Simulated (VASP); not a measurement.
Crystal: Hf.

```
CELL_PARAMETERS angstrom
3.19670 0.00000 0.00000
-1.59835 2.76842 0.00000
0.00000 0.00000 5.05780
ATOMIC_POSITIONS crystal
Hf 0.33333 0.66667 0.25000
Hf 0.66667 0.33333 0.75000
```

```yaml
Program: VASP 6.6.1
Task: relaxation of cell and atoms
Functional: LDA
Potentials_or_basis: VASP PAW LDA potentials, release 64 (Hf_pv)
Cutoff: 600 eV
k_mesh: 19 × 19 × 11
Occupations: fermi-dirac, width 0.05 eV
Spin: no spin polarisation
```

At the start: pressure -7.6 GPa; volume 22.38 Å³/atom.

**Question.** How do energy, volume and symmetry change on relaxing?

**Answer.** Over 7 steps the energy falls by 38.6 meV/atom and the volume is 20.86 Å³/atom (-6.8 %); space group P6_3/mmc (No. 194, to 0.05 Å).

Step by step:
| step | energy change (eV) | largest force (eV/Å) | pressure (GPa) | volume (Å³) |
| --- | --- | --- | --- | --- |
| 1 | 0.0000 | 0.0000 | -7.63 | 44.76 |
| 2 | 0.0477 | 0.0000 | 12.24 | 38.20 |
| 3 | -0.0770 | 0.0000 | -0.18 | 41.74 |
| 4 | -0.0770 | 0.0000 | -0.01 | 41.69 |
| 5 | -0.0770 | 0.0000 | 0.17 | 41.63 |
| 6 | -0.0771 | 0.0000 | -0.17 | 41.74 |
| 7 | -0.0771 | 0.0000 | -0.08 | 41.71 |

Final structure:
```
Hf
1.0
     3.12167    0.00000    0.00000
    -1.56084    2.70345    0.00000
     0.00000    0.00000    4.94240
Hf
2
Direct
  0.33333 0.66667 0.25000
  0.66667 0.33333 0.75000
```
